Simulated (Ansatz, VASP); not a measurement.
**One calculation of CdPb2, two programs**

```
CELL_PARAMETERS angstrom
-2.03358 2.03358 4.98862
2.03358 -2.03358 4.98862
2.03358 2.03358 -4.98862
ATOMIC_POSITIONS crystal
Cd 0.00000 0.00000 0.00000
Pb 0.66500 0.66500 0.00000
Pb 0.33500 0.33500 0.00000
```

Alike in both runs: task single point; functional PBE; k mesh 6 × 6 × 6; occupations gaussian, width 0.1 eV; no spin polarisation.

```csv
,VASP,Ansatz
version,VASP 6.6.1,Ansatz 0.2.0
potentials or method,"VASP PAW PBE potentials, release 64 (Cd, Pb_d)","scalar-relativistic, plane waves, PAW"
plane-wave cutoff (eV),520,420
valence electrons in the cell,40,48
```

VASP gave:

```
gap on the k mesh at the Fermi level (eV)       : none
pressure (GPa)                                  : 3.7
largest component of the traceless stress (GPa) : 0.92
rms of the force components (eV/Å)              : 0.012
```

**Question.** Estimate Ansatz's values.

**Answer.** gap on the k mesh at the Fermi level (eV): none; pressure (GPa): 3.7; largest component of the traceless stress (GPa): 0.90; rms of the force components (eV/Å): 0.013.

Atom by atom the forces differ by 0.001 eV/Å (rms over components). A gap of «none» marks a metal or a gap that the smearing closes. The two sets of potentials don't hold the same shells in valence.

Caveats: the k mesh is coarse (spacing up to 0.36 Å⁻¹), so the values aren't converged. The runs have no spin-orbit coupling, so splittings on Pb are missing.
